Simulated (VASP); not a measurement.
Input:

```
AlNi
1.0
    2.91119     0.00000     0.00000
    0.00000     2.91119     0.00000
    0.00000     0.00000     2.91119
Al Ni
1 1
Direct
  0.50000   0.50000   0.50000
  0.00000   0.00000   0.00000
```

The numbers are results of revPBE GGA, VASP's PBE PAW potentials (set 64) (plane waves; VASP 6.6.1), not measurements. Run with 520 eV cut-off, 14×14×14 Γ-centred mesh, tetrahedra with Blöchl corrections, potentials Al Ni.

Q: Tabulate the total density of states (states/eV per cell) against energy (eV; zero at the valence-band maximum or, without a gap, the Fermi level).

A: 
(E (eV), DOS (states/eV)): (-10.00, 0.16); (-9.88, 0.17); (-9.65, 0.19); (-9.54, 0.20); (-9.31, 0.22); (-9.20, 0.23); (-8.97, 0.24); (-8.85, 0.25); (-8.62, 0.27); (-8.51, 0.28); (-8.28, 0.30); (-8.16, 0.31); (-7.93, 0.33); (-7.82, 0.34); (-7.59, 0.36); (-7.48, 0.37); (-7.25, 0.40); (-7.13, 0.42); (-6.90, 0.45); (-6.79, 0.47); (-6.56, 0.47); (-6.44, 0.48); (-6.21, 0.51); (-6.10, 0.53); (-5.87, 0.57); (-5.76, 0.59); (-5.53, 0.64); (-5.41, 0.68); (-5.30, 0.71); (-5.07, 0.64); (-4.96, 0.63); (-4.72, 0.63); (-4.61, 0.64); (-4.38, 0.73); (-4.27, 0.78); (-4.04, 1.00); (-3.92, 1.35); (-3.69, 2.16); (-3.58, 1.58); (-3.35, 1.50); (-3.24, 1.69); (-3.01, 3.24); (-2.89, 3.84); (-2.66, 2.55); (-2.55, 1.64); (-2.32, 4.33); (-2.20, 4.52); (-1.98, 7.73); (-1.86, 8.31); (-1.63, 5.23); (-1.52, 4.05); (-1.29, 0.84); (-1.17, 0.75); (-1.06, 0.59); (-0.83, 0.55); (-0.71, 0.84); (-0.48, 1.78); (-0.37, 1.39); (-0.14, 1.04); (-0.03, 0.89); (0.20, 0.74); (0.32, 0.69); (0.55, 0.59); (0.66, 0.55); (0.89, 0.46); (1.00, 0.43); (1.23, 0.34); (1.35, 0.31); (1.58, 0.30); (1.69, 0.35); (1.92, 0.44); (2.04, 0.51); (2.27, 0.79); (2.38, 0.88); (2.61, 0.99); (2.72, 0.97); (2.95, 0.95); (3.07, 0.89); (3.30, 0.81); (3.41, 0.84)
Within 2 eV below the Fermi level the largest weight inside VASP's projection spheres is Ni d.

The compound is NiAl in the CsCl type structure. It was relaxed first. The run is not spin-polarised, so no magnetic state was tried. The electron count is odd and the run is not spin-polarised, which forces a metal.
